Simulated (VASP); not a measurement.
```
CELL_PARAMETERS angstrom
      3.89326     0.00000     0.00000
      0.00000     3.89326     0.00000
      0.00000     0.00000     3.89326
ATOMIC_POSITIONS crystal
  Tl 0.00000 0.00000 0.00000
  Cl 0.50000 0.50000 0.50000
```

Computed with PBE GGA, VASP's PBE PAW potentials (set 64) (plane waves; VASP). Settings: 500 eV cut-off, 7×7×7 Γ-centred mesh, Gaussian smearing of 0.050 eV, potentials Tl_d Cl.

Question: What does the run give for the energy per atom (σ→0)?

Answer: 
The energy per atom (σ→0) is -3.008 eV/atom.

Only differences to runs with the same potentials and settings are physical.

The compound is TlCl in the CsCl type structure. It was relaxed first.
